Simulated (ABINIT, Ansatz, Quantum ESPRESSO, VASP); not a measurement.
**Sr2SO: programs and potentials compared**

```
CELL_PARAMETERS angstrom
4.04324 0.00000 0.00000
0.00000 4.04324 0.00000
0.00000 0.00000 5.71800
ATOMIC_POSITIONS crystal
Sr 0.50000 0.50000 0.50000
Sr 0.00000 0.00000 0.00000
S 0.00000 0.00000 0.50000
O 0.50000 0.50000 0.00000
```

The cell comes from a database or a generator and needn't be the stable form of this composition.

Alike in all runs: task single point; functional PBE; k mesh 7 × 7 × 5; occupations fermi-dirac, width 0.05 eV; no spin polarisation; no spin-orbit coupling. Pressure is positive in compression and, in plane waves, holds the error of the finite cutoff, which Ansatz's Pulay term estimates and takes out.

```json
{"program and potentials": "Ansatz, Ansatz PAW", "plane-wave cutoff (eV)": "420", "notes": "Pulay term of +0.13 GPa included", "pressure (GPa)": "-0.21"}
{"program and potentials": "Quantum ESPRESSO, SSSP 1.3 efficiency PBE", "plane-wave cutoff (eV)": "748", "notes": "-", "pressure (GPa)": "-0.25"}
{"program and potentials": "VASP, PBE PAW files O, S, Sr_sv, 520 eV", "plane-wave cutoff (eV)": "520", "notes": "-", "pressure (GPa)": "0.01"}
{"program and potentials": "ABINIT, JTH PAW PBE v2.0", "plane-wave cutoff (eV)": "626", "notes": "-", "pressure (GPa)": "-0.31"}
```

The pressure spans -0.31 (ABINIT, JTH PAW PBE v2.0) to 0.01 GPa (VASP, PBE PAW files O, S, Sr_sv, 520 eV).

Differences between rows come from potentials, basis sets and numerical settings, since the functional is the same but for its coding. Runs on potential files found faulty are left out.
